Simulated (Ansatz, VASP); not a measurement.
## GePt (CsCl type (invented)): VASP beside Ansatz

Wanted: the spread between two codes on one cell, functional and k mesh. The cell is generated by rule, not measured, and may not be a known phase. Of the first pair: The two relaxations start from unlike cells of this crystal (the structure described is Ansatz's start), so only their ends are compared.

Method: plane waves, with VASP 6.6.1 beside it; relaxation of cell and atoms at PBEsol, in Ansatz 0.2.0.

## Step 1: The structure

It takes space group Pm-3m (No. 221, cubic). Conventional cell: a = 3.455 Å, b = 3.455 Å, c = 3.455 Å, α = 90.00°, β = 90.00°, γ = 90.00°. Nearest to Pt lie 8 Ge at 2.99 Å. Nearest to Ge lie 8 Pt at 2.99 Å. Farther neighbours are not listed.

Structure file:

```xyz
2
Lattice="3.4554 0.0000 0.0000 0.0000 3.4554 0.0000 0.0000 0.0000 3.4554" Properties=species:S:1:pos:R:3 pbc="T T T"
Pt    0.0000    0.0000    0.0000
Ge    1.7277    1.7277    1.7277
```

## Step 2: VASP: relaxation of cell and atoms, PBEsol, pair 1

The relaxed volume is the usual yardstick between codes: in a stiff, nearly cubic crystal its relative difference is about their pressure difference at one cell divided by the bulk modulus.

Lines of VASP's logs that name or quote its potential files are left out, and so is its time.

INCAR

```
SYSTEM = GePt
PREC = Accurate
ENCUT = 500
EDIFF = 1E-07
NELM = 120
ISMEAR = 0
SIGMA = 0.1
LREAL = .FALSE.
ALGO = Normal
GGA = PS
NBANDS = 18
LASPH = .TRUE.
LORBIT = 11
LWAVE = .FALSE.
LCHARG = .FALSE.
ISIF = 3
IBRION = 2
NSW = 80
EDIFFG = -0.005
GGA_COMPAT = .FALSE.
NELMIN = 4
```

POSCAR

```
GePt
1.0
    3.1484843479      0.0000000000      0.0000000000
    0.0000000000      3.1484843479      0.0000000000
    0.0000000000      0.0000000000      3.1484843479
Pt Ge
1 1
Direct
    0.0000000000      0.0000000000      0.0000000000
    0.5000000000      0.5000000000      0.5000000000
```

KPOINTS

```
Automatic mesh
0
Gamma
6 6 6
0 0 0
```

PAW data sets: Pt and Ge_d (PBE family, release 64).

Started as:

```sh
$ mpirun -np 1 vasp_std
```

Numbers of over 12 decimals in the logs are rounded to 6 here.

Output:

```text
[banner, memory and clock lines left out]
running    1 mpi-ranks, on    1 nodes
 distrk:  each k-point on    1 cores,    1 groups
 distr:  one band on    1 cores,    1 groups

 POSCAR found type information on POSCAR PtGe
 POSCAR found :  2 types and       2 ions
|                                                                             |
|               ----> ADVICE to this user running VASP <----                  |
|                                                                             |
|     You enforced a specific xc type in the INCAR file but a different       |
|     [... a line on the potential file left out ...]
|     I HOPE YOU KNOW WHAT YOU ARE DOING!                                     |
|                                                                             |

 LDA part: xc-table for (Slater+PW92), standard interpolation
 POSCAR, INCAR and KPOINTS ok, starting setup
 FFT: planning ... GRIDC
 FFT: planning ... GRID_SOFT
 FFT: planning ... GRID
 WAVECAR not read
 entering main loop
       N       E                     dE             d eps       ncg     rms          rms(c)
DAV:   1     0.135850016363E+03    0.13585E+03   -0.12127E+04   846   0.316E+03
DAV:   2     0.832105761013E+00   -0.13502E+03   -0.13004E+03   736   0.476E+02
DAV:   3    -0.123160751180E+02   -0.13148E+02   -0.12864E+02   834   0.104E+02
DAV:   4    -0.125864512826E+02   -0.27038E+00   -0.27000E+00   782   0.138E+01
DAV:   5    -0.125913149915E+02   -0.48637E-02   -0.48635E-02   808   0.211E+00    0.105E+01
DAV:   6    -0.122149300649E+02    0.37638E+00   -0.22536E+00   740   0.909E+00    0.549E+00
DAV:   7    -0.121612225627E+02    0.53708E-01   -0.15975E-01   940   0.485E+00    0.314E+00
DAV:   8    -0.121459752316E+02    0.15247E-01   -0.33338E-02   870   0.152E+00    0.378E-01
DAV:   9    -0.121455610392E+02    0.41419E-03   -0.96645E-04   926   0.573E-01    0.147E-01
DAV:  10    -0.121454977039E+02    0.63335E-04   -0.31296E-04   932   0.295E-01    0.361E-02
DAV:  11    -0.121454996209E+02   -0.19170E-05   -0.13187E-05   800   0.299E-02    0.104E-02
DAV:  12    -0.121455001063E+02   -0.48535E-06   -0.15211E-06   850   0.121E-02    0.242E-03
DAV:  13    -0.121455000495E+02    0.56810E-07   -0.88678E-08   400   0.211E-03
   1 F= -.12145500E+02 E0= -.12141162E+02  d E =-.121455E+02
 curvature:   0.00 expect dE= 0.000E+00 dE for cont linesearch  0.000E+00
 trial: gam= 0.00000 g(F)=  0.000E+00 g(S)=  0.273E-04 ort = 0.000E+00 (trialstep = 0.100E+01)
 search vector abs. value=  0.273E-04
 bond charge predicted
       N       E                     dE             d eps       ncg     rms          rms(c)
DAV:   1    -0.121460223482E+02   -0.52224E-03   -0.78515E-03   880   0.136E+00    0.147E-01
DAV:   2    -0.121455951131E+02    0.42724E-03   -0.14855E-03   806   0.390E-01    0.661E-02
DAV:   3    -0.121455243537E+02    0.70759E-04   -0.11353E-04   948   0.168E-01    0.354E-02
DAV:   4    -0.121454973529E+02    0.27001E-04   -0.41243E-05   838   0.866E-02    0.944E-03
DAV:   5    -0.121454962494E+02    0.11035E-05   -0.51732E-06   920   0.430E-02    0.162E-03
DAV:   6    -0.121454962011E+02    0.48331E-07   -0.28102E-07   614   0.112E-02
   2 F= -.12145496E+02 E0= -.12141122E+02  d E =0.384840E-05
 trial-energy change:    0.000004  1 .order    0.000005   -0.000027    0.000037
 step:   0.4498(harm=  0.4213)  dis= 0.00000  next Energy=   -12.145506 (dE=-0.624E-05)
 bond charge predicted
       N       E                     dE             d eps       ncg     rms          rms(c)
DAV:   1    -0.121456665015E+02   -0.17025E-03   -0.23776E-03   878   0.751E-01    0.806E-02
DAV:   2    -0.121455377041E+02    0.12880E-03   -0.44901E-04   806   0.214E-01    0.365E-02
DAV:   3    -0.121455160219E+02    0.21682E-04   -0.34304E-05   948   0.922E-02    0.195E-02
DAV:   4    -0.121455072789E+02    0.87430E-05   -0.12480E-05   840   0.478E-02    0.517E-03
DAV:   5    -0.121455063172E+02    0.96170E-06   -0.15216E-06   918   0.234E-02    0.931E-04
DAV:   6    -0.121455062941E+02    0.23103E-07   -0.72057E-08   384   0.573E-03
   3 F= -.12145506E+02 E0= -.12141152E+02  d E =-.624461E-05
 curvature:  -0.21 expect dE=-0.289E-07 dE for cont linesearch -0.289E-07
 trial: gam= 0.00000 g(F)=  0.248E-63 g(S)=  0.138E-06 ort =-0.194E-05 (trialstep = 0.890E+00)
 search vector abs. value=  0.138E-06
 reached required accuracy - stopping structural energy minimisation
```

Parts of OUTCAR (step 2):

```text
ion  position               nearest neighbor table
   1  0.000  0.000  0.000-   2 2.73   2 2.73   2 2.73   2 2.73   2 2.73   2 2.73   2 2.73   2 2.73

  LATTYP: Found a simple cubic cell.
 ALAT       =     3.1484843479

 Subroutine GETGRP returns: Found 48 space group operations
 (whereof 48 operations were pure point group operations)

The static configuration has the point symmetry O_h .

 Found     20 irreducible k-points:

   k-points           NKPTS =     20   k-points in BZ     NKDIM =     20   number of bands    NBANDS=     18

   dimension x,y,z NGX =    24 NGY =   24 NGZ =   24
   dimension x,y,z NGXF=    48 NGYF=   48 NGZF=   48

   ENCUT  =  500.0 eV  36.75 Ry    6.06 a.u.   5.74  5.74  5.74*2*pi/ulx,y,z

   NELECT =      24.0000    total number of electrons

 k-points in reciprocal lattice and weights: Automatic mesh
   0.00000000  0.00000000  0.00000000       0.005
   0.16666667  0.00000000  0.00000000       0.028
   0.33333333  0.00000000  0.00000000       0.028
   0.50000000  0.00000000  0.00000000       0.014
   0.16666667  0.16666667  0.00000000       0.056
   0.33333333  0.16666667  0.00000000       0.111
   0.50000000  0.16666667  0.00000000       0.056
   0.33333333  0.33333333  0.00000000       0.056
   0.50000000  0.33333333  0.00000000       0.056
[...]
0.50000000  0.50000000  0.33333333       0.028
   0.50000000  0.50000000  0.50000000       0.005

 average (electrostatic) potential at core
       1 -64.0673       2 -69.3578

 E-fermi :  10.0062

 k-point     1 :       0.0000    0.0000    0.0000
  band No.  band energies     occupation
    ...
      7       4.8925      2.00000
      8       4.8925      2.00000
      9       7.5560      2.00000
     10       7.5560      2.00000
     11       7.5560      2.00000
     12      11.7193      0.00000
     13      11.7193      0.00000
     14      11.7193      0.00000
     15      14.6721      0.00000
     16      20.0281      0.00000
    ...

 k-point     2 :       0.1667    0.0000    0.0000
  band No.  band energies     occupation
    ...
      8       4.9908      2.00000
      9       6.9894      2.00000
     10       6.9894      2.00000
     11       7.5811      2.00000
     12       9.5579      2.00000
     13      12.7477      0.00000
     14      12.7477      0.00000
     15      16.3288      0.00000
     16      19.2355      0.00000
     17      21.8148      0.00000
    ...

 k-point     3 :       0.3333    0.0000    0.0000
  band No.  band energies     occupation
    ...
      8       5.1996      2.00000
      9       6.1952      2.00000
     10       6.1952      2.00000
     11       7.6321      2.00000
     12       8.6097      2.00000
     13      14.9289      0.00000
     14      14.9289      0.00000
     15      17.3661      0.00000
     16      17.9314      0.00000
     17      21.7703      0.00000
    ...

  Total        0.0013789      0.0013789      0.0013789     -0.0000000     -0.0000000      0.0000000
  in kB        0.0708276      0.0708276      0.0708276     -0.0000000     -0.0000000      0.0000000
  external PRESSURE =       0.0708276 kB  Pullay stress =       0.0000000 kB

  energy-cutoff  :      500.00
  volume of cell :       31.19
      direct lattice vectors                 reciprocal lattice vectors
     3.147821381 -0.000000000  0.000000000     0.317680033  0.000000000  0.000000000
    -0.000000000  3.147821381  0.000000000     0.000000000  0.317680033  0.000000000
    -0.000000000 -0.000000000  3.147821381    -0.000000000 -0.000000000  0.317680033

 POSITION                                       TOTAL-FORCE (eV/Angst)
 -----------------------------------------------------------------------------------
      0.00000      0.00000      0.00000         0.000000      0.000000      0.000000
      1.57391      1.57391      1.57391        -0.000000     -0.000000      0.000000
 -----------------------------------------------------------------------------------
    total drift:                                0.000000      0.000000     -0.000000

  FREE ENERGIE OF THE ION-ELECTRON SYSTEM (eV)
  ---------------------------------------------------
  free  energy   TOTEN  =       -12.1455062941 eV

  energy  without entropy=      -12.1367969015  energy(sigma->0) =      -12.14115160

 reached required accuracy - stopping structural energy minimisation

 total charge
# of ion       s       p       d       tot
------------------------------------------
    1        0.626   0.480   8.198   9.303
    2        1.187   1.000  10.086  12.273
--------------------------------------------------
tot          1.813   1.480  18.284  21.576

[... 3 further parts left out ...]
```

CONTCAR:

```
GePt
   1.00000000000000
     3.1478213806773243   -0.0000000000000000    0.0000000000000000
    -0.0000000000000000    3.1478213806773243    0.0000000000000000
    -0.0000000000000000   -0.0000000000000000    3.1478213806773243
  Pt              Ge
     1     1
Direct
     0.0000000000000000    0.0000000000000000    0.0000000000000000
     0.5000000000000000    0.5000000000000000    0.5000000000000000
```

The run keeps the 48 symmetry operations of its start, so it cannot find a distortion of lower symmetry.

## Step 3: Ansatz: relaxation of cell and atoms, PBEsol, pair 1

Ansatz runs on its default PAW (the set named soft_2) files.

Its own start cell and the same functional, mesh and smearing now go to Ansatz, which takes its cutoff from its data sets.

input.yaml

```yaml
crystal:
  lattice:
    - [3.45544, 0.0, 0.0]
    - [0.0, 3.45544, 0.0]
    - [0.0, 0.0, 3.45544]
  atoms:
    - { symbol: Pt, position: [0.0, 0.0, 0.0] }
    - { symbol: Ge, position: [0.5, 0.5, 0.5] }
kpoints:
  mp_grid: { grid: [6, 6, 6] }
hamiltonian:
  xc: pbesol
scf:
  occupations: { method: gaussian, width: 0.1 }
output:
  forces: true
  stress: true
  eigenvalues: true
relax:
  adjacent_minimum: "off"
  f_tol: 0.05
  max_steps: 80
  cell: { stress_tol: 0.5 }
```

Started as:

```sh
$ ansatz run input.yaml --threads 2 --pin off --max-ram 5120MiB --backend cpu --events-out ev --progress --plain --runs-dir out
```

Output:

```text
The last accepted step is kept in <dir> (removed where the run ends without a failure and the disk answers)
Engine: ansatz 0.2.0, x86_64-unknown-linux-gnu
Pseudopotentials: kind: paw
Pseudopotential: Pt, paw, valence charge 18, recommended cutoff 420 eV (normal), Pt.paw.azcp
Pseudopotential: Ge, paw, valence charge 14, recommended cutoff 420 eV (normal), Ge.paw.azcp
Functional definition: PBEsol
  exchange = pbesol_x
  correlation = pbesol_c
Crystal: 2 atoms, lattice volume = 41.258 Å³
Basis set: ecut = 420 eV, 799 PW (Γ), exchange–correlation on 48×48×48 points (8 copies of the dense FFT grid, shifted against one another)
Bands: 20, of which v1, the nominal top of the filled ones, is band 16 counted from 1 (15 counted from 0)
Symmetry: 48 space group operations
Space group: Pm-3m (ITA 221), of the structure as read, at distance tolerance 3.5e-5 Å
k-points: 20 of 216
Non-local potential: Pt, projectors of the file, l = 0: 3, l = 1: 2, l = 2: 2, l = 3: 1
Non-local potential: Ge, projectors of the file, l = 0: 2, l = 1: 2, l = 2: 3, l = 3: 1
PAW form: soft (Blöchl's): semilocal exchange-correlation on the pseudo side does not see the compensation charge
PAW frozen core: Pt, regenerated for the run's functional, and the local potential with it (the file was generated under x = pbe(κ = 0.804, μ = 0.219515), c = pbe(β = 0.066725))
PAW frozen core: Ge, regenerated for the run's functional, and the local potential with it (the file was generated under x = pbe(κ = 0.804, μ = 0.219515), c = pbe(β = 0.066725))
PAW one-centre angular grid: Pt, 590 points (default); XC on 64 Gauss nodes
PAW one-centre angular grid: Ge, 590 points (default); XC on 64 Gauss nodes
Initial density: superposition of atomic densities (neutral atoms: chi_scale 0, normalization atom), corrected by the library's trained network
Initial wavefunctions: pseudopotential atomic-orbital guess
Functional: x = pbesol(κ = 0.804, μ = 0.123457), c = pbesol(β = 0.046)
SCF iter   1: F=—  HF=-16636.625082 eV  |F-HF|=—  |Δ(HF+E_count)|=         —  Δρ=3.31e-3  dr2=4.19e-3  ethr=1.77e-3  ⟨swp⟩=5.3  Hψ=1617  notcnv=0
preconditioner: auto → Kerker (q_TF=auto, 2.615 Å⁻¹)  [metal: Δε(μ)=0.097 eV  Ē_g=16.338 eV  σ=0.100 eV  W_gap=0.49  n_scr=18 (ndim 8)  ℏωp=28.3 eV  f_vac=0.000  D(μ)=2.68/eV (n_scr^D=26)]
SCF iter   2: F=—  HF=-16636.624787 eV  |F-HF|=—  |Δ(HF+E_count)|=   2.95e-4  Δρ=1.60e-3  dr2=8.40e-4  ethr=1.31e-5  ⟨swp⟩=2.7  Hψ=823  notcnv=0
preconditioner: auto → Resta (q_TF=auto, 2.615 Å⁻¹)  ε∞=4.0  [insulator: Δε(μ)=0.105 eV  Ē_g=16.362 eV  σ=0.100 eV  W_gap=0.52  n_scr=18 (ndim 8)  ℏωp=28.3 eV  f_vac=0.000  D(μ)=2.61/eV (n_scr^D=26)  ε∞_Penn≈4.0]
SCF iter   3: F=—  HF=-16636.624691 eV  |F-HF|=—  |Δ(HF+E_count)|=   9.56e-5  Δρ=5.48e-4  dr2=1.58e-4  ethr=2.62e-6  ⟨swp⟩=2.0  Hψ=505  notcnv=0
SCF iter   4: F=—  HF=-16636.624667 eV  |F-HF|=—  |Δ(HF+E_count)|=   2.38e-5  Δρ=2.67e-4  dr2=2.63e-5  ethr=4.92e-7  ⟨swp⟩=2.0  Hψ=518  notcnv=0
SCF iter   5: F=—  HF=-16636.624691 eV  |F-HF|=—  |Δ(HF+E_count)|=   2.34e-5  Δρ=3.24e-5  dr2=4.44e-7  ethr=8.21e-8  ⟨swp⟩=1.8  Hψ=455  notcnv=0
SCF iter   6: F=-16636.624691 eV  HF=-16636.624691 eV  |F-HF|=4.36e-9  |Δ(HF+E_count)|=   2.61e-8  Δρ=6.49e-6  dr2=1.35e-8  ethr=3.13e-10  ⟨swp⟩=5.2  Hψ=1639  notcnv=0
SCF 1 converged in 6 iterations: F = -16636.624691 eV  dr2 = 1.35e-8
  greatest PAW one-centre occupation: 1.000 electrons in one spin orbital (limit 2), on the Pt atom at site 0 (counted from 0), in its partial waves of l = 0
relax step   1: F+E_penalty+E_count = -16636.62469076 eV  Δ(F+E_penalty+E_count) = +0.000e0 eV  max|allowed force component| = 1.183e-29 eV/Å  Δτ_max = 0.0000 Å  P = -22.391 GPa  Ω = 41.258 Å³  (6 SCF iters, dr2 threshold 1.00e-7 eV, accepted)
[...]
relax step   2: F+E_penalty+E_count = -16637.32558665 eV  Δ(F+E_penalty+E_count) = -7.009e-1 eV  max|allowed force component| = 1.183e-29 eV/Å  Δτ_max = 0.0000 Å  P = -15.208 GPa  Ω = 35.514 Å³  energy of the carried Pulay correction = +1.221e-3 eV  (6 SCF iters, dr2 threshold 2.00e-7 eV, accepted)
[...]
relax step   3: F+E_penalty+E_count = -16637.55540004 eV  Δ(F+E_penalty+E_count) = -2.298e-1 eV  max|allowed force component| = 1.972e-30 eV/Å  Δτ_max = 0.0000 Å  P = +4.931 GPa  Ω = 30.329 Å³  energy of the carried Pulay correction = +2.492e-3 eV  (6 SCF iters, dr2 threshold 2.00e-7 eV, accepted)
[...]
relax step   4: F+E_penalty+E_count = -16637.56799144 eV  Δ(F+E_penalty+E_count) = -1.259e-2 eV  max|allowed force component| = 1.104e-29 eV/Å  Δτ_max = 0.0000 Å  P = -0.489 GPa  Ω = 31.289 Å³  energy of the carried Pulay correction = +2.243e-3 eV  (6 SCF iters, dr2 threshold 2.00e-7 eV, accepted)
[...]
relax step   5: F+E_penalty+E_count = -16637.56546644 eV  Δ(F+E_penalty+E_count) = +2.525e-3 eV  max|allowed force component| = 1.814e-29 eV/Å  Δτ_max = 0.0000 Å  P = -0.496 GPa  Ω = 31.289 Å³  stress off target by 4.96e-1 GPa  SCF on the basis re-selected at this cell (its energy is not comparable with the rows above)  (6 SCF iters)
basis re-selected at this cell: Δ(F+E_penalty+E_count) = +2.525e-3 eV, ΔP = -0.007 GPa vs the last step (what re-selecting the basis moved, of the pressure what is left beyond the Pulay correction that the steps carried, after the strain that the cell walked since its last selection, with what the two solves' SCF thresholds leave and, on support functions, any second-order correction that the steps lacked; it is no m [...]
SCF converged after 6 iterations
Free energy (F): -16637.565466 eV
Harris-Foulkes:  -16637.565466 eV  (|F-HF|=3.64e-12)
Internal energy: -16637.556957 eV  (E = F + TS)
E sigma→0 (E₀):  -16637.561212 eV
Entropy (-TS):   -0.008510 eV (-4.255 meV/atom)
Fermi energy:    18.398893 eV
--- Per-component energies (eV) ---
  E_band       = -239.549861
  E_kinetic    = 751.743651
  E_local      = -3532.287403  (includes V_loc(G=0)·N_el)
  E_nonlocal   = 622.742959
  E_hartree    = 1444.550919
  E_xc         = -336.274846
  E_vxc        = -368.363722  (∫ρ·V_xc dr)
  E_paw        = -11294.692993  (= ΣΔE_a)
  E_vpaw       = -602.487535  (= ΣTr[D̂ρ^β])
  E_aug_tail   = 0.000423  (compensation charges beyond the density's cutoff)
  E_ewald      = -4294.544584
  E_core_change = 1.204917  (= ΣΔE_core)
  E_smearing   = -0.008510  (= −TS)
  E_closure    = -0.000000  (closes the sum)
  Σ components = -16637.565466   (vs F -16637.565466, Δ=0.00e0)
--- Forces (eV/Å), atoms counted from 1 ---
  atom   1  Pt    -0.00000000     0.00000000    -0.00000000
  atom   2  Ge    -0.00000000    -0.00000000     0.00000000
  max |Σ_I F_I| component: 3.26e-29 eV/Å
--- Stress (GPa, compression-positive) ---
       -0.496242      -0.000000       0.000000
       -0.000000      -0.496242       0.000000
        0.000000       0.000000      -0.496242
  P = ⅓ Tr σ = -0.4962 GPa (-4.962 kbar)
--- Band table (eV; the first three rows and the last of 20) ---
  k-point 0: bands = [... 12 lower, 15.9610, 15.9610, 15.9610, 20.1204, 20.1204, 20.1204, 23.0409, 28.3631]
  k-point 1: bands = [... 12 lower, 15.3972, 15.3972, 15.9862, 17.9587, 21.1439, 21.1439, 24.6975, 27.5829]
  k-point 2: bands = [... 12 lower, 14.6062, 14.6062, 16.0374, 17.0107, 23.3146, 23.3146, 25.7344, 26.2946]
  k-point 19: bands = [... 12 lower, 12.9228, 17.1088, 17.1088, 20.7216, 20.7216, 20.7216, 22.5509, 22.5509]
--- Relaxed structure (4 steps of the walk, 4 accepted, 1 SCFs on fresh bases) ---
  F+E_penalty+E_count = -16637.56546644 eV   max|allowed force component| = 1.814e-29 eV/Å   (the final SCF, on the basis selected at the relaxed cell)
  cell:  # Å, volume = 31.2889 Å³
    - [3.151108, 0, 0]
    - [0, 3.151108, 0]
    - [0, 0, 3.151108]
  atoms:
    - { symbol: Pt, position: [0, 0, 0] }
    - { symbol: Ge, position: [0.500000, 0.500000, 0.500000] }
```

Reading the cycles: dr2 is the Hartree energy of the density residual (eV), the measure of convergence; HF is the Harris–Foulkes estimate of the energy, which meets the free energy F at convergence.

## Step 4: Comparison

Known differences besides the potentials themselves: the data sets hold 32 valence electrons in Ansatz (on its default PAW (the set named soft_2) files) and 24 in VASP; the cutoff is 420 eV in Ansatz and 500 eV in VASP; Ansatz makes its cores anew for this functional, VASP keeps those of its PBE data sets; Ansatz adds a Pulay correction to the stress that steers its cell, VASP none. Total energies have different zeros and are not compared.

Compared:

| quantity | Ansatz | VASP | difference |
| --- | --- | --- | --- |
| volume (Å³) | 31.29 | 31.19 | +0.31 % |
| edge a after relaxation, in the typed setting (Å) | 3.151 | 3.148 | +0.10 % |

[end of part 1 of 2]

[Lines on the potential files, build, host, timing and source positions are cut from VASP's logs without a mark.]

[Logs are printed without paths, hosts, clocks, repeated set-up lines and the standing remarks that a program may print on its own settings, such as how far it seeks lower states.]

[Hosts, paths, dates, database ids (printed as entryN), source tags and the programs' standing remarks are cut or masked in the printed files.]
